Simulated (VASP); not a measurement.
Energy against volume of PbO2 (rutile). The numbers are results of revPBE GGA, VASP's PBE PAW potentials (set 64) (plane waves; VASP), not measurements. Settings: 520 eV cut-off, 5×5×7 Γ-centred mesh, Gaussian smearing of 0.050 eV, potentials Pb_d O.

Shape and ions are relaxed at each volume.

| V (Å³/atom) | E (eV/atom) |
|---|---|
| 14.260 | -4.95875 |
| 14.716 | -4.97414 |
| 15.171 | -4.97937 |
| 15.626 | -4.97644 |

**Question.** Fit these four points and predict the energy of the run at 16.081 Å³/atom.

**Answer.** A cubic in V^(−2/3), the third-order Birch-Murnaghan form, passes through the four points with V0 = 15.22 Å³/atom and B0 = 94 GPa, and gives -4.9670 eV/atom there. The run gave -4.9671 eV/atom, -0.1 meV/atom from the fit; all five points give B0 = 93 GPa.

The compound is PbO2 in the rutile structure. It was relaxed first, which changed the volume by +9 %.
